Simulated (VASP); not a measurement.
Given:

```
YP
1.0
    4.34708     0.00000     0.00000
   -2.17354     3.76469     0.00000
    0.00000     0.00000     7.11952
Y P
2 2
Cartesian
  2.17354   1.25489   0.00000
  0.00000   2.50979   3.55976
  2.17354   1.25489   4.45112
  0.00000   2.50979   0.89136
```

Method: PBE GGA, VASP's PBE PAW potentials (set 64) (plane waves; VASP). Settings: 400 eV cut-off, 5×5×3 Γ-centred mesh, Gaussian smearing of 0.050 eV, potentials Y_sv P.

Question: Predict the energy per atom (σ→0), pressure, largest force.

Answer: 
| Property | Value |
|---|---|
| energy per atom (σ→0) | -7.044 eV/atom |
| pressure | 3.57 GPa |
| largest force | 0.159 eV/Å |

The absolute energy has meaning only against runs of the same code, potentials and settings.

The structure was generated: YP was put into the wurtzite type (P6_3mc), which need not be its known phase. The cell was not relaxed at this level.
